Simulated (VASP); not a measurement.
Input:

```
ZnS
1.0
    3.84719     0.00000     0.00000
   -1.92360     3.33177     0.00000
    0.00000     0.00000     6.30471
Zn S
2 2
Direct
  0.33333   0.66667   0.00022
  0.66667   0.33333   0.50022
  0.33333   0.66667   0.37478
  0.66667   0.33333   0.87478
```

Method: PBE GGA, VASP's PBE PAW potentials (set 64) (plane waves; VASP). Run with 480 eV cut-off, 6×6×3 Γ-centred mesh, Gaussian smearing of 0.050 eV, potentials Zn S.

Task: Predict the energy per atom (σ→0), band gap (on the k-mesh) with the smallest direct gap where there is one.

Result: 
```yaml
band gap (on the k-mesh): 2.08 eV
smallest direct gap (on the k-mesh): 2.08 eV
energy per atom (σ→0): -3.422 eV/atom
```

The structure comes from a computed database's ZnS entry (P6_3mc); how it stands against other phases isn't given here. It was relaxed first. The start is the result of an earlier pass.
